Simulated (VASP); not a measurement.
These are revTPSS meta-GGA, VASP's PBE PAW potentials (set 64) (plane waves; VASP) values and carry that method's errors.

VASP ran on this input.

KPOINTS:
```
Regular mesh
0
G
 18 18 18
0 0 0
```

### INCAR
```
# general
SYSTEM  = Fe
PREC    = Accurate
ENCUT   = 520   # plane-wave cut-off (eV)
LREAL   = .FALSE.
LASPH   = .TRUE.   # aspherical one-centre terms

# electronic loop
EDIFF   = 1E-7
NELM    = 100
ALGO    = Normal   # blocked Davidson
LMAXMIX = 4   # l cut-off of mixed one-centre charges
LMIXTAU = .TRUE.

# smearing
ISMEAR  = 1   # Methfessel-Paxton
SIGMA   = 0.1   # width (eV)

# functional
METAGGA = RTPSS

# spin
ISPIN   = 2
MAGMOM  = 2.1

# ions
ISIF    = 2   # forces and stress, cell fixed

# output
LWAVE   = .FALSE.
LCHARG  = .FALSE.
LORBIT  = 10
```

**POSCAR**
```
Fe
2.8239880
 -0.5000000119   0.5000000119   0.5000000119
  0.5000000119  -0.5000000119   0.5000000119
  0.5000000119   0.5000000119  -0.5000000119
Fe
1
direct
  0.0000000000   0.0000000000   0.0000000000
```

POTCAR, in this order: Fe (PBE.64 set). Program: vasp_std.

The resulting files:

OSZICAR:
```
       N       E                     dE             d eps       ncg     rms          rms(c)
DAV:   1     0.284731642550E+02    0.28473E+02   -0.48047E+03  7204   0.128E+03
DAV:   2     0.215133486188E+01   -0.26322E+02   -0.25028E+02  7078   0.150E+02
DAV:   3     0.149844827966E+01   -0.65289E+00   -0.64923E+00  7950   0.342E+01
DAV:   4     0.149422944142E+01   -0.42188E-02   -0.42184E-02  7661   0.253E+00
DAV:   5     0.149418699931E+01   -0.42442E-04   -0.42443E-04  7596   0.237E-01    0.119E+01
DAV:   6    -0.607960286342E+01   -0.75738E+01   -0.48231E+00  7098   0.248E+01    0.820E+00
DAV:   7    -0.584730747294E+01    0.23230E+00   -0.40742E+00  7484   0.310E+01    0.679E+00
DAV:   8    -0.584863756158E+01   -0.13301E-02   -0.70431E-02  9347   0.320E+00    0.331E+00
DAV:   9    -0.582506565301E+01    0.23572E-01   -0.27829E-01  7440   0.797E+00    0.118E+00
DAV:  10    -0.582571458886E+01   -0.64894E-03   -0.56689E-02  7579   0.382E+00    0.366E-01
DAV:  11    -0.582604017800E+01   -0.32559E-03   -0.16361E-03  8563   0.552E-01    0.276E-01
DAV:  12    -0.582584698397E+01    0.19319E-03   -0.81068E-04  7668   0.402E-01    0.139E-01
DAV:  13    -0.582578571853E+01    0.61265E-04   -0.23445E-04  7665   0.219E-01    0.569E-02
DAV:  14    -0.582577512765E+01    0.10591E-04   -0.15323E-04  7539   0.175E-01    0.175E-02
DAV:  15    -0.582577387334E+01    0.12543E-05   -0.16752E-05  7472   0.653E-02    0.324E-03
DAV:  16    -0.582577431408E+01   -0.44074E-06   -0.83841E-08  3980   0.395E-03    0.127E-03
DAV:  17    -0.582577429632E+01    0.17756E-07   -0.22138E-08  3543   0.245E-03
   1 F= -.58257743E+01 E0= -.58256819E+01  d E =-.277084E-03  mag=     2.1798
```

**OUTCAR**
```
------------------------ aborting loop because EDIFF is reached ----------------------------------------
  FORCE on cell =-STRESS in cart. coord.  units (eV):
  Direction    XX          YY          ZZ          XY          YZ          ZX
  --------------------------------------------------------------------------------------
  Total       -0.5041126     -0.5041126     -0.5041126      0.0000000      0.0000000     -0.0000000
  in kB      -71.7264831    -71.7264831    -71.7264831      0.0000000      0.0000000     -0.0000000
  external PRESSURE =     -71.7264831 kB  Pullay stress =       0.0000000 kB
  volume of cell :       11.26
      direct lattice vectors                 reciprocal lattice vectors
    -1.411994034  1.411994034  1.411994034     0.000000000  0.354109145  0.354109145
     1.411994034 -1.411994034  1.411994034     0.354109145  0.000000000  0.354109145
     1.411994034  1.411994034 -1.411994034     0.354109145  0.354109145  0.000000000
 POSITION                                       TOTAL-FORCE (eV/Angst)
 -----------------------------------------------------------------------------------
      0.00000      0.00000      0.00000         0.000000      0.000000      0.000000
 -----------------------------------------------------------------------------------
    total drift:                               -0.000000     -0.000000     -0.000000
  FREE ENERGIE OF THE ION-ELECTRON SYSTEM (eV)
  ---------------------------------------------------
  free  energy   TOTEN  =        -5.8257742963 eV

  energy  without entropy=       -5.8254972119  energy(sigma->0) =       -5.82568193

 total charge

# of ion       s       p       d       tot
------------------------------------------
    1        0.490   0.559   6.205   7.254

 magnetization (x)

# of ion       s       p       d       tot
------------------------------------------
    1       -0.022  -0.066   2.239   2.151
```
(Selected blocks of OUTCAR.)

The compound is Fe in the bcc structure. This cell is one point of a volume scan, at 1.03 of the reference volume.
